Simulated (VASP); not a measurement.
An input for Ansatz (written as the equivalent of a VASP run, and not itself run):

Ansatz 0.2 input:
```yaml
crystal:
  lattice:
    - [3.5402537, 0.0000000, 0.0000000]
    - [0.0000000, 3.5402537, 0.0000000]
    - [0.0000000, 0.0000000, 3.5402537]
  atoms:
    - { symbol: Fe, position: [0.0000000, 0.0000000, 0.0000000], spin: 2.9 }
    - { symbol: Ni, position: [0.0000000, 0.5000000, 0.5000000], spin: 0.6 }
    - { symbol: Ni, position: [0.5000000, 0.0000000, 0.5000000], spin: 0.6 }
    - { symbol: Ni, position: [0.5000000, 0.5000000, 0.0000000], spin: 0.6 }
kpoints:
  mp_grid: { grid: [8, 8, 8] }
hamiltonian:
  xc: pbe
  pseudopotentials: { kind: paw }
magnetization: { spin_polarized: true }
scf:
  occupations: { method: methfessel_paxton, width: 0.1 }
  max_iter: 100
relax:
  max_steps: 40
  f_tol: 0.01
  cell: { p_target: 1 }
output: { forces: true, stress: true, eigenvalues: true }
```

Write the VASP files for the same calculation (PBE).

Several could match; the one computed here: 
**KPOINTS**
```
Automatic mesh
0
Gamma
8 8 8
0 0 0
```

**POSCAR**
```
Ni3Fe
1.0
  3.5402536811   0.0000000000   0.0000000000
  0.0000000000   3.5402536811   0.0000000000
  0.0000000000   0.0000000000   3.5402536811
Fe Ni
1 3
Direct
  0.0000000000   0.0000000000   0.0000000000
  0.0000000000   0.5000000000   0.5000000000
  0.5000000000   0.0000000000   0.5000000000
  0.5000000000   0.5000000000   0.0000000000
```

INCAR:
```
SYSTEM = Ni3Fe
PREC = Accurate
EDIFFG = -0.01
ALGO = Normal   # blocked Davidson
LREAL = F   # projection in real space or not
ENCUT = 480   # plane-wave cut-off (eV)
NSW = 40   # most ionic steps
IBRION = 2   # conjugate gradients
LCHARG = F
ISMEAR = 1   # Methfessel-Paxton
LASPH = T
GGA = PE   # PBE
ISPIN = 2   # spin-polarised
LWAVE = F
NELM = 100   # most electronic steps
ISIF = 3   # ions, shape and volume
MAGMOM = 2.9 0.6 0.6 0.6
PSTRESS = 10
LORBIT = 10
EDIFF = 1E-7   # SCF stop (eV)
SIGMA = 0.1
LMAXMIX = 4
```

POTCAR, in this order: Fe Ni (PBE.64 set). Program: vasp_std.

Limits of the translation: each code has its own PAW files, so the cut-off isn't converted (ENCUT is set for VASP's; basis.ecutwfc is left out, and Ansatz then takes the one that its files recommend); Ansatz stops its SCF on the density residual and VASP on the energy change (EDIFF).

The compound is Ni3Fe in the L1_2 structure. This run relaxes it under an external pressure of 1 GPa. Symmetry was kept, so distortions that lower it aren't found.
